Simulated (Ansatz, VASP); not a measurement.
**Si (amorphous Si): VASP beside Ansatz**

Aim: how closely do two programs agree when they are given the same cell, functional and k mesh? Of the first pair: The structure shown is the start of the Ansatz relaxation below; VASP solves that cell, so the two are compared at the walk's first step.

Main program and level: Ansatz 0.2.0; plane waves, with VASP 6.6.1 beside it; single point at PBE.

## Step 1: The structure

The cell holds 101 atoms: 101 Si. Cell: a = 12.624 Å, b = 12.624 Å, c = 12.624 Å, α = 90.0°, β = 90.0°, γ = 90.0°. As first built, before any earlier steps moved the atoms (in the runner's words): 101 atoms (101 Si) placed at random at 2.34 g/cm^3, melted at 2500 K for 10 ps at fixed volume with the modified Tersoff potential (Kumagai, Izumi, Hara and Sakai, Comput. Mater. Sci. 39, 457 (2007)). Quenched from 2500 K to 300 K at 20 K/ps and fixed volume, held 5 ps.

## Step 2: Ansatz: relaxation, PBE

Ansatz runs on its PAW soft_1 files.

The two programs are compared at the cell with which this relaxation starts, whose forces are those of its first step.

File input.yaml:

```yaml
crystal:
  lattice:
    - [12.6245, 0.0, 0.0]
    - [0.0, 12.6245, 0.0]
    - [0.0, 0.0, 12.6245]
  atoms:
    - { symbol: Si, position: [0.06195, 0.94736, 0.1572] }
    - { symbol: Si, position: [0.42361, 0.95609, 0.08765] }
    - { symbol: Si, position: [0.68903, 0.34747, 0.93011] }
    - { symbol: Si, position: [0.10531, 0.92404, 0.72008] }
    - { symbol: Si, position: [0.24704, 0.82441, 0.93366] }
    - { symbol: Si, position: [0.83777, 0.55888, 0.46785] }
    - { symbol: Si, position: [0.34425, 0.15005, 0.93044] }
    - { symbol: Si, position: [0.77227, 0.45922, 0.31526] }
    - { symbol: Si, position: [0.36422, 0.96757, 0.89922] }
    - { symbol: Si, position: [0.86157, 0.82061, 0.36155] }
    - { symbol: Si, position: [0.66816, 0.59081, 0.90944] }
    - { symbol: Si, position: [0.79335, 0.81942, 0.72384] }
    - { symbol: Si, position: [0.35356, 0.60534, 0.43177] }
    - { symbol: Si, position: [0.88111, 0.30498, 0.29243] }
    - { symbol: Si, position: [0.32713, 0.40533, 0.20075] }
    - { symbol: Si, position: [0.47541, 0.3632, 0.57425] }
    - { symbol: Si, position: [0.94273, 0.70405, 0.68571] }
    - { symbol: Si, position: [0.66073, 0.79315, 0.59915] }
    - { symbol: Si, position: [0.16398, 0.80313, 0.22167] }
    - { symbol: Si, position: [0.1904, 0.06237, 0.50111] }
    - { symbol: Si, position: [0.89012, 0.03397, 0.13073] }
    - { symbol: Si, position: [0.63657, 0.53094, 0.73289] }
    - { symbol: Si, position: [0.88088, 0.39003, 0.72184] }
    - { symbol: Si, position: [0.75801, 0.75676, 0.89385] }
    - { symbol: Si, position: [0.94346, 0.53065, 0.61646] }
    - { symbol: Si, position: [0.59263, 0.43117, 0.314] }
    - { symbol: Si, position: [0.33914, 0.6405, 0.92868] }
    - { symbol: Si, position: [0.07022, 0.77048, 0.55876] }
    - { symbol: Si, position: [0.53439, 0.79313, 0.09074] }
    - { symbol: Si, position: [0.66164, 0.60543, 0.55202] }
[... 65 atom lines left out ...]
    - { symbol: Si, position: [0.64153, 0.88953, 0.97817] }
    - { symbol: Si, position: [0.94456, 0.74788, 0.99075] }
    - { symbol: Si, position: [0.29266, 0.8699, 0.33596] }
    - { symbol: Si, position: [0.60083, 0.06021, 0.0741] }
    - { symbol: Si, position: [0.80974, 0.87288, 0.07438] }
    - { symbol: Si, position: [0.97483, 0.68394, 0.41994] }
kpoints:
  mp_grid: { grid: [1, 1, 1] }
hamiltonian:
  xc: pbe
  pseudopotentials: { kind: paw, azcp: { folder: soft_1 } }
scf:
  occupations: { method: fermi_dirac, width: 0.025 }
output:
  forces: true
relax:
  f_tol: 0.05
  max_steps: 120
```

On the command line:

```
ansatz run input.yaml --threads 4 --pin off --max-ram 8192MiB --backend cpu --events-out ev --progress --plain --runs-dir out
```

Numbers of over 12 decimals in the logs are rounded to 6 here.

What it wrote:

```text
Engine: ansatz 0.2.0, aarch64-unknown-linux-gnu
Pseudopotentials: kind: paw
Pseudopotential: Si, paw, valence charge 4, recommended cutoff 420 eV (normal), soft_1/Si.paw.azcp
Functional definition: PBE
  parameter kappa = 0.804
  parameter beta = 0.066725
  exchange = pbe_x(kappa = kappa, mu = beta*pi^2/3)
  correlation = pbe_c(beta = beta)
Crystal: 101 atoms, lattice volume = 2012.068 Å³
Basis set: ecut = 420 eV, 39223 PW (Γ), exchange–correlation on 180×180×180 points (8 copies of the dense FFT grid, shifted against one another)
Bands: 303, of which v1, the nominal top of the filled ones, is band 202 counted from 1 (201 counted from 0)
Symmetry: 1 space group operations
Space group: P1 (ITA 1), of the structure as read, at distance tolerance 1.3e-4 Å
k-points: 1
Non-local potential: Si, projectors of the file, l = 0: 2, l = 1: 2, l = 2: 1
PAW form: soft (Blöchl's): semilocal exchange-correlation on the pseudo side does not see the compensation charge
PAW one-centre angular grid: Si, 110 points (default); XC on 64 Gauss nodes
Initial density: superposition of atomic densities (chi_scale 0.1, normalization cell)
Initial wavefunctions: pseudopotential atomic-orbital guess
Functional: x = pbe(κ = 0.804, μ = 0.219515), c = pbe(β = 0.066725)
SCF iter   1: F=—  HF=-64196.322656 eV  |F-HF|=—  |Δ(HF+E_count)|=         —  Δρ=4.05e-2  dr2=3.73e1  ethr=3.10e-3  ⟨swp⟩=6.0  Hψ=1436  notcnv=0  defer=67
preconditioner: auto → Kerker (q_TF=auto, 2.088 Å⁻¹)  [metal: Δε(μ)=0.052 eV  Ē_g=7.686 eV  σ=0.025 eV  W_gap=0.47  n_scr=304 (ndim 8)  ℏωp=16.6 eV  f_vac=0.000  D(μ)=33.88/eV (n_scr^D=178)]
SCF iter   2: F=—  HF=-64191.180182 eV  |F-HF|=—  |Δ(HF+E_count)|=    5.14e0  Δρ=2.45e-2  dr2=1.47e1  ethr=3.10e-3  ⟨swp⟩=1.0  Hψ=349  notcnv=0  defer=76
SCF iter   3: F=—  HF=-64187.930807 eV  |F-HF|=—  |Δ(HF+E_count)|=    3.25e0  Δρ=3.15e-3  dr2=5.70e-1  ethr=3.10e-3  ⟨swp⟩=3.0  Hψ=443  notcnv=0  defer=76
SCF iter   4: F=—  HF=-64187.990295 eV  |F-HF|=—  |Δ(HF+E_count)|=   5.95e-2  Δρ=1.19e-3  dr2=1.46e-1  ethr=1.41e-4  ⟨swp⟩=3.0  Hψ=365  notcnv=0  defer=82
SCF iter   5: F=—  HF=-64188.016016 eV  |F-HF|=—  |Δ(HF+E_count)|=   2.57e-2  Δρ=4.55e-4  dr2=2.19e-2  ethr=3.60e-5  ⟨swp⟩=3.0  Hψ=437  notcnv=0  defer=82
SCF iter   6: F=—  HF=-64188.023139 eV  |F-HF|=—  |Δ(HF+E_count)|=   7.12e-3  Δρ=2.05e-4  dr2=4.49e-3  ethr=5.41e-6  ⟨swp⟩=2.0  Hψ=413  notcnv=0  defer=82
SCF iter   7: F=—  HF=-64188.025035 eV  |F-HF|=—  |Δ(HF+E_count)|=   1.90e-3  Δρ=8.37e-5  dr2=7.43e-4  ethr=1.11e-6  ⟨swp⟩=2.0  Hψ=331  notcnv=0  defer=82
SCF iter   8: F=—  HF=-64188.025340 eV  |F-HF|=—  |Δ(HF+E_count)|=   3.05e-4  Δρ=3.52e-5  dr2=1.09e-4  ethr=1.84e-7  ⟨swp⟩=2.0  Hψ=357  notcnv=0  defer=82
SCF iter   9: F=-64188.025381 eV  HF=-64188.025384 eV  |F-HF|=3.23e-6  |Δ(HF+E_count)|=   4.41e-5  Δρ=1.41e-5  dr2=1.90e-5  ethr=1.55e-8  ⟨swp⟩=3.0  Hψ=1019  notcnv=0
SCF 1 converged in 9 iterations: F = -64188.025381 eV  dr2 = 1.90e-5
  greatest PAW one-centre occupation: 0.671 electrons in one spin orbital (limit 2), on the Si atom at site 74 (counted from 0), in its partial waves of l = 0
relax step   1: F+E_penalty+E_count = -64188.02538073 eV  Δ(F+E_penalty+E_count) = +0.000e0 eV  max|allowed force component| = 1.593e0 eV/Å  Δτ_max = 0.0000 Å  (9 SCF iters, dr2 threshold 6.25e-5 eV, accepted)
Initial density: handed on by an earlier stage of this run
Initial wavefunctions: those handed on with the density
iter 1 solved again at ethr=4.10e-4 eV; its pass at ethr=3.10e-3 eV (dr2=1.66e0 eV) is discarded
SCF iter   1: F=—  HF=-64191.621559 eV  |F-HF|=—  |Δ(HF+E_count)|=         —  Δρ=7.88e-3  dr2=1.69e0  ethr=4.10e-4  ⟨swp⟩=1.0  Hψ=1358  notcnv=0  defer=69
preconditioner: auto → Resta (q_TF=auto, 2.088 Å⁻¹)  ε∞=5.8  [insulator: Δε(μ)=0.083 eV  Ē_g=7.585 eV  σ=0.025 eV  W_gap=0.68  n_scr=304 (ndim 8)  ℏωp=16.6 eV  f_vac=0.002  D(μ)=25.17/eV (n_scr^D=122)  ε∞_Penn≈5.8]
SCF iter   2: F=—  HF=-64191.424050 eV  |F-HF|=—  |Δ(HF+E_count)|=   1.98e-1  Δρ=4.29e-3  dr2=3.19e-1  ethr=4.10e-4  ⟨swp⟩=1.0  Hψ=218  notcnv=0  defer=69
SCF iter   3: F=—  HF=-64191.381526 eV  |F-HF|=—  |Δ(HF+E_count)|=   4.25e-2  Δρ=7.87e-4  dr2=2.82e-2  ethr=7.89e-5  ⟨swp⟩=3.0  Hψ=407  notcnv=0  defer=78
SCF iter   4: F=—  HF=-64191.380277 eV  |F-HF|=—  |Δ(HF+E_count)|=   1.25e-3  Δρ=1.47e-4  dr2=5.79e-4  ethr=6.98e-6  ⟨swp⟩=1.0  Hψ=303  notcnv=0  defer=85
SCF iter   5: F=—  HF=-64191.380398 eV  |F-HF|=—  |Δ(HF+E_count)|=   1.22e-4  Δρ=3.37e-5  dr2=7.12e-5  ethr=1.43e-7  ⟨swp⟩=2.0  Hψ=402  notcnv=0  defer=85
SCF iter   6: F=-64191.380416 eV  HF=-64191.380418 eV  |F-HF|=2.34e-6  |Δ(HF+E_count)|=   1.94e-5  Δρ=1.20e-5  dr2=1.06e-5  ethr=1.76e-8  ⟨swp⟩=4.0  Hψ=721  notcnv=0
SCF 2 converged in 6 iterations: F = -64191.380416 eV  dr2 = 1.06e-5
[...]
atom  97  Si     0.00188170     0.00275299    -0.00097343
  atom  98  Si    -0.00050253     0.00327535    -0.00019256
  atom  99  Si    -0.01912226     0.02324866     0.00530803
  atom 100  Si     0.01112944    -0.01972864    -0.01831316
  atom 101  Si     0.00185685    -0.00283347     0.00438864
  max |Σ_I F_I| component: 2.52e-5 eV/Å
--- Relaxed structure (29 steps of the walk, 29 accepted, 0 SCFs on fresh bases) ---
  F+E_penalty+E_count = -64194.29174498 eV   max|allowed force component| = 2.623e-2 eV/Å
  atoms:
    - { symbol: Si, position: [0.077126, 0.945455, 0.164767] }
    - { symbol: Si, position: [0.449606, 0.991349, 0.077601] }
    - { symbol: Si, position: [0.686623, 0.345492, 0.935611] }
    - { symbol: Si, position: [0.127020, 0.921315, 0.723312] }
    - { symbol: Si, position: [0.257590, 0.830051, 0.950312] }
    - { symbol: Si, position: [0.834185, 0.574148, 0.462067] }
    - { symbol: Si, position: [0.361008, 0.146845, 0.948885] }
    - { symbol: Si, position: [0.785712, 0.470643, 0.314108] }
    - { symbol: Si, position: [0.374597, 0.966194, 0.885625] }
    - { symbol: Si, position: [0.848276, 0.841077, 0.330607] }
    - { symbol: Si, position: [0.655620, 0.637717, 0.902011] }
    - { symbol: Si, position: [0.802294, 0.805176, 0.734829] }
    - { symbol: Si, position: [0.375406, 0.592303, 0.423334] }
    - { symbol: Si, position: [0.882692, 0.311634, 0.305275] }
    - { symbol: Si, position: [0.320750, 0.414178, 0.202162] }
    - { symbol: Si, position: [0.466612, 0.381186, 0.590983] }
    - { symbol: Si, position: [0.951139, 0.707046, 0.678904] }
    - { symbol: Si, position: [0.665609, 0.789009, 0.602694] }
    - { symbol: Si, position: [0.160904, 0.790699, 0.219384] }
    - { symbol: Si, position: [0.181668, 0.021348, 0.426062] }
    - { symbol: Si, position: [0.901482, -0.012075, 0.077028] }
    - { symbol: Si, position: [0.641677, 0.549890, 0.732158] }
    - { symbol: Si, position: [0.887441, 0.392114, 0.715566] }
    - { symbol: Si, position: [0.803066, 0.751407, 0.920408] }
[...]
- { symbol: Si, position: [0.717701, 0.161388, 0.945521] }
    - { symbol: Si, position: [0.042073, 0.646256, 0.829341] }
    - { symbol: Si, position: [0.603250, 0.821383, 0.936635] }
    - { symbol: Si, position: [0.982013, 0.723785, 0.984989] }
    - { symbol: Si, position: [0.267563, 0.865349, 0.347052] }
    - { symbol: Si, position: [0.618676, 0.076022, 0.079106] }
    - { symbol: Si, position: [0.744963, 0.878842, 0.053458] }
    - { symbol: Si, position: [0.955827, 0.706067, 0.399635] }
```

## Step 3: VASP: single point, PBE, start cell, pair 1

The same cell, functional, mesh and smearing now go to VASP, with its own data sets.

Lines of VASP's logs that name or quote its potential files are left out, and so is its time.

File INCAR:

```
SYSTEM = Si
PREC = Accurate
ENCUT = 400
EDIFF = 1E-06
NELM = 120
ISMEAR = -1
SIGMA = 0.025
LREAL = Auto
ALGO = Normal
GGA = PE
NBANDS = 272
LORBIT = 11
LWAVE = .FALSE.
LCHARG = .FALSE.
ISIF = 2
LASPH = .TRUE.
GGA_COMPAT = .FALSE.
EFERMI = MIDGAP
NCORE = 2
```

File POSCAR:

```
Si
1.0
   12.6245000000      0.0000000000      0.0000000000
    0.0000000000     12.6245000000      0.0000000000
    0.0000000000      0.0000000000     12.6245000000
Si
101
Direct
    0.0619509684      0.9473563309      0.1572022654
    0.4236128163      0.9560933106      0.0876470355
    0.6890332290      0.3474672264      0.9301120836
    0.1053111014      0.9240365955      0.7200760426
    0.2470434473      0.8244128480      0.9336607390
    0.8377678324      0.5588815399      0.4678521922
    0.3442512575      0.1500495069      0.9304368490
    0.7722682086      0.4592181869      0.3152600103
    0.3642203652      0.9675709929      0.8992197711
    0.8615707553      0.8206107173      0.3615509525
    0.6681611153      0.5908115173      0.9094379975
    0.7933462711      0.8194225514      0.7238385679
    0.3535585568      0.6053388253      0.4317715553
    0.8811121233      0.3049784150      0.2924313834
    0.3271337479      0.4053309042      0.2007525050
    0.4754089271      0.3631985425      0.5742484851
    0.9427304052      0.7040516456      0.6857063646
    0.6607311181      0.7931482435      0.5991524417
    0.1639827320      0.8031288368      0.2216721454
    0.1903996198      0.0623707870      0.5011129154
    0.8901184205      0.0339736227      0.1307299299
    0.6365717454      0.5309437998      0.7328923918
    0.8808824112      0.3900273278      0.7218424492
    0.7580102182      0.7567586835      0.8938492614
    0.9434591469      0.5306507188      0.6164600578
    0.5926333716      0.4311695513      0.3140005545
    0.3391421442      0.6405006139      0.9286783635
    0.0702206028      0.7704780387      0.5587627233
    0.5343894808      0.7931324013      0.0907362668
    0.6616420452      0.6054338786      0.5520218623
[... 65 atom lines left out ...]
    0.6415303576      0.8895322587      0.9781694325
    0.9445601806      0.7478791239      0.9907481484
    0.2926610955      0.8699037586      0.3359578597
    0.6008317161      0.0602083251      0.0741019446
    0.8097429601      0.8728820943      0.0743791833
    0.9748267258      0.6839399580      0.4199374233
```

File KPOINTS:

```
Automatic mesh
0
Gamma
1 1 1
0 0 0
```

Potentials, in the order of the species: Si (PBE family, release 64).

On the command line:

```
mpirun -np 8 vasp_gam
```

What it wrote:

```text
[banner, memory and clock lines left out]
running    8 mpi-ranks, on    1 nodes
[...]
LDA part: xc-table for (Slater+PW92), standard interpolation
 POSCAR, INCAR and KPOINTS ok, starting setup
[...]
entering main loop
       N       E                     dE             d eps       ncg     rms          rms(c)
DAV:   1     0.173209221623E+04    0.17321E+04   -0.15016E+05   544   0.106E+03
DAV:   2    -0.307513855597E+03   -0.20396E+04   -0.19046E+04   704   0.198E+02
DAV:   3    -0.520677614116E+03   -0.21316E+03   -0.20648E+03   688   0.577E+01
DAV:   4    -0.527118655970E+03   -0.64410E+01   -0.63718E+01   664   0.119E+01
[...]
DAV:  16    -0.518908267985E+03   -0.14047E-04   -0.25581E-05   616   0.761E-03    0.640E-03
DAV:  17    -0.518908271455E+03   -0.34705E-05   -0.71479E-06   600   0.402E-03    0.285E-03
DAV:  18    -0.518908272404E+03   -0.94870E-06   -0.91301E-07   416   0.156E-03
   1 F= -.51890827E+03 E0= -.51886570E+03  d E =-.851467E-01
```

Parts of OUTCAR (step 3):

```text
  FREE ENERGIE OF THE ION-ELECTRON SYSTEM (eV)
  ---------------------------------------------------
  free  energy   TOTEN  =      -518.9082724039 eV

  energy  without entropy=     -518.8231256735  energy(sigma->0) =     -518.86569904
```

The run ends at a pressure of -0.33 GPa, with forces up to 2.0 eV/Å.

## Step 4: Comparison

Known differences besides the potentials themselves: the cutoff is 420 eV in Ansatz and 400 eV in VASP (PREC = Accurate, projectors in real space). Total energies have different zeros and are not compared.

Forces on 9 of the 101 atoms, those with the largest forces and the largest differences (eV/Å; atoms numbered as in POSCAR):

```
atom          Ansatz x, y, z            VASP x, y, z
Si16     0.228, 0.892, 0.772     0.223, 0.895, 0.768
Si42   0.752, -0.967, -0.653   0.753, -0.965, -0.648
Si48    0.031, -0.500, 1.593    0.030, -0.501, 1.587
Si57   -1.112, -0.406, 0.576   -1.111, -0.406, 0.570
Si64  -1.319, -0.524, -0.055  -1.312, -0.522, -0.058
Si77    -1.572, 1.138, 0.264    -1.569, 1.135, 0.262
Si78    1.102, -0.369, 0.709    1.102, -0.362, 0.709
Si79    1.184, 0.457, -0.388    1.179, 0.461, -0.390
Si90     1.198, 0.154, 0.178     1.191, 0.154, 0.180
```

The forces differ by 2.3 meV/Å r.m.s., which is 0.5 % of the r.m.s. force of 0.479 eV/Å (both taken over all components).

## Step 5: Ansatz: relaxation, PBE

This run makes the geometry at which the two programs are then compared.

The structure compared here is the end of the Ansatz relaxation.

input.yaml is that of step 2.

On the command line:

```
ansatz run input.yaml --threads 4 --pin off --max-ram 8192MiB --backend cpu --events-out ev --progress --plain --runs-dir out
```

What it wrote:

```text
[...]
Crystal: 101 atoms, lattice volume = 2012.068 Å³
Basis set: ecut = 420 eV, 39223 PW (Γ), exchange–correlation on 180×180×180 points (8 copies of the dense FFT grid, shifted against one another)
Bands: 303, of which v1, the nominal top of the filled ones, is band 202 counted from 1 (201 counted from 0)
[... 1 set-up line as in the run before ...]
[...]
k-points: 1
[...]
SCF iter   1: F=—  HF=-64196.322656 eV  |F-HF|=—  |Δ(HF+E_count)|=         —  Δρ=4.05e-2  dr2=3.73e1  ethr=3.10e-3  ⟨swp⟩=6.0  Hψ=1436  notcnv=0  defer=67
[...]
- { symbol: Si, position: [0.686623, 0.345492, 0.935611] }
    - { symbol: Si, position: [0.127020, 0.921315, 0.723312] }
    - { symbol: Si, position: [0.257590, 0.830051, 0.950312] }
    - { symbol: Si, position: [0.834185, 0.574148, 0.462067] }
    - { symbol: Si, position: [0.361008, 0.146845, 0.948885] }
    - { symbol: Si, position: [0.785712, 0.470643, 0.314108] }
[...]
- { symbol: Si, position: [0.267563, 0.865349, 0.347052] }
    - { symbol: Si, position: [0.618676, 0.076022, 0.079106] }
    - { symbol: Si, position: [0.744963, 0.878842, 0.053458] }
    - { symbol: Si, position: [0.955827, 0.706067, 0.399635] }
```

## Step 6: VASP: single point, PBE, relaxed cell, pair 2

The same cell, functional, mesh and smearing now go to VASP, with its own data sets.

INCAR is that of step 3.

File POSCAR:

```
Si
1.0
   12.6245000000      0.0000000000      0.0000000000
    0.0000000000     12.6245000000      0.0000000000
    0.0000000000      0.0000000000     12.6245000000
Si
101
Direct
    0.0771300000      0.9454600000      0.1647700000
    0.4496100000      0.9913500000      0.0776000000
    0.6866200000      0.3454900000      0.9356100000
    0.1270200000      0.9213200000      0.7233100000
    0.2575900000      0.8300500000      0.9503100000
    0.8341900000      0.5741500000      0.4620700000
    0.3610100000      0.1468400000      0.9488800000
    0.7857100000      0.4706400000      0.3141100000
    0.3746000000      0.9661900000      0.8856200000
    0.8482800000      0.8410800000      0.3306100000
    0.6556200000      0.6377200000      0.9020100000
    0.8022900000      0.8051800000      0.7348300000
    0.3754100000      0.5923000000      0.4233300000
    0.8826900000      0.3116300000      0.3052800000
    0.3207500000      0.4141800000      0.2021600000
    0.4666100000      0.3811900000      0.5909800000
    0.9511400000      0.7070500000      0.6789000000
    0.6656100000      0.7890100000      0.6026900000
    0.1609000000      0.7907000000      0.2193800000
    0.1816700000      0.0213500000      0.4260600000
    0.9014800000      0.9879300000      0.0770300000
    0.6416800000      0.5498900000      0.7321600000
    0.8874400000      0.3921100000      0.7155700000
    0.8030700000      0.7514100000      0.9204100000
    0.9440300000      0.5353000000      0.6052100000
    0.6045100000      0.4283500000      0.3117300000
    0.3386800000      0.6414200000      0.9489900000
    0.0435800000      0.7933600000      0.5411800000
    0.4860600000      0.8032800000      0.0830800000
    0.6715100000      0.6092200000      0.5546700000
[... 65 atom lines left out ...]
    0.6032500000      0.8213800000      0.9366400000
    0.9820100000      0.7237900000      0.9849900000
    0.2675600000      0.8653500000      0.3470500000
    0.6186800000      0.0760200000      0.0791100000
    0.7449600000      0.8788400000      0.0534600000
    0.9558300000      0.7060700000      0.3996300000
```

KPOINTS is that of step 3.

On the command line:

```
mpirun -np 8 vasp_gam
```

What it wrote:

```text
[... set-up lines as in an earlier step ...]
 entering main loop
       N       E                     dE             d eps       ncg     rms          rms(c)
DAV:   1     0.173371428153E+04    0.17337E+04   -0.15025E+05   544   0.106E+03
DAV:   2    -0.311644753803E+03   -0.20454E+04   -0.19135E+04   696   0.198E+02
DAV:   3    -0.527430289196E+03   -0.21579E+03   -0.21002E+03   680   0.577E+01
DAV:   4    -0.534017126489E+03   -0.65868E+01   -0.65093E+01   664   0.120E+01
[...]
DAV:  16    -0.525186840978E+03   -0.86449E-05   -0.12242E-05   576   0.505E-03    0.465E-03
DAV:  17    -0.525186842184E+03   -0.12067E-05   -0.52578E-07   424   0.118E-03    0.178E-03
DAV:  18    -0.525186842788E+03   -0.60360E-06   -0.65429E-07   392   0.122E-03
   1 F= -.52518684E+03 E0= -.52518282E+03  d E =-.803710E-02
```

From OUTCAR (step 6):

```text
  FREE ENERGIE OF THE ION-ELECTRON SYSTEM (eV)
  ---------------------------------------------------
  free  energy   TOTEN  =      -525.1868427879 eV

  energy  without entropy=     -525.1788056904  energy(sigma->0) =     -525.18282424
```

The run ends at a pressure of 0.05 GPa, with forces up to 0.035 eV/Å.

## Step 7: Comparison

Compared:

```
              quantity  Ansatz   VASP  difference
gap on the k mesh (eV)   0.208  0.207       0.000
```

At this near-relaxed geometry the largest component of a force difference is 6 meV/Å. A gap on the mesh is an upper bound, since the band edges may lie between its points.

## Step 8: Outcome

- r.m.s. force difference (single point, PBE, start cell, pair 1): 0.48 % of the r.m.s. force
- difference in gap on the k mesh (single point, PBE, relaxed cell, pair 2): 3.6e-4 eV

What this shows: The r.m.s. force difference is 0.48 % of the r.m.s. force (single point, PBE, start cell, pair 1), within the 3 % picked in this series as the mark of a large difference. VASP runs on this material, other cells of it included, that failed, so that no pair exists: single point, PBE (timeout). How closely two codes agree says nothing of how well the functional describes the real material.

[Lines on the potential files, build, host, timing and source positions are cut from VASP's logs without a mark.]

[Logs are printed without paths, hosts, clocks, repeated set-up lines and the standing remarks that a program may print on its own settings, such as how far it seeks lower states.]

[Hosts, paths, dates, database ids (printed as entryN), source tags and the programs' standing remarks are cut or masked in the printed files.]
